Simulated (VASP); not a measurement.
Wanted: the native input for a VASP 6.6.1 run.

| Item | Value |
| --- | --- |
| Task | relaxation of cell and atoms |
| Functional | PBE |
| Potentials or basis | VASP PAW PBE potentials, release 64 (Ca_sv, Pt, S) |
| Cutoff | 600 eV |
| k mesh | 8 × 8 × 8 |
| Occupations | gaussian, width 0.1 eV |
| Spin | no spin polarisation |
| Dipole correction | no |
| Further INCAR settings | ALGO = Fast; EDIFF = 1e-06; IBRION = 2; EDIFFG = -0.01; NSW = 100; ISIF = 3 |

The structure of CaPtS3 lies in POSCAR:

```
CaPtS3
1.0
    4.7686234227      0.0000000000      0.0000000000
    0.0000000000      4.7686234227      0.0000000000
    0.0000000000      0.0000000000      4.7686234227
Ca Pt S
1 1 3
Direct
    0.5000000000      0.5000000000      0.5000000000
    0.0000000000      0.0000000000      0.0000000000
    0.5000000000      0.0000000000      0.0000000000
    0.0000000000      0.5000000000      0.0000000000
    0.0000000000      0.0000000000      0.5000000000
```

The cell was built by a generator and needn't be a form met in nature.

These files were run (other wordings do the same):

INCAR

```
SYSTEM = CaPtS3
PREC     = Accurate       ! precision mode
ENCUT    = 600            ! plane-wave cutoff, eV
EDIFF    = 1E-6           ! SCF threshold, eV
ISMEAR   = 0              ! smearing method
SIGMA    = 0.1            ! smearing width, eV
LREAL    = .FALSE.        ! projectors in reciprocal space
LASPH    = .TRUE.         ! aspherical terms in the spheres
NELM     = 60             ! most SCF steps
ALGO     = Fast           ! electronic algorithm
ISIF     = 3              ! what is computed and relaxed
LWAVE    = .FALSE.        ! write WAVECAR
LCHARG   = .FALSE.        ! write CHGCAR
GGA      = PE             ! functional
IBRION   = 2              ! ionic algorithm
NSW      = 100            ! ionic steps
EDIFFG   = -0.01          ! ionic threshold
```

KPOINTS

```
Automatic mesh
0
G
  8 8 8
  0 0 0
```

Potentials or basis: VASP PAW PBE potentials, release 64 (Ca_sv, Pt, S).

Command:

```console
$ cat potpaw_PBE.64/Ca_sv/POTCAR potpaw_PBE.64/Pt/POTCAR potpaw_PBE.64/S/POTCAR > POTCAR
$ mpirun -np 1 vasp_std > vasp.out
```

It gave:

* Pressure after relaxing: 0.0 GPa
* Band gap on the k mesh: none (metal or under the smearing width)

Caveat: the relaxation stopped at its first step, so nothing moved.

It took 65 s on 1 thread of Intel(R) Xeon(R) 6975P-C (Granite Rapids) (shared host), peak memory 0.31 GiB.
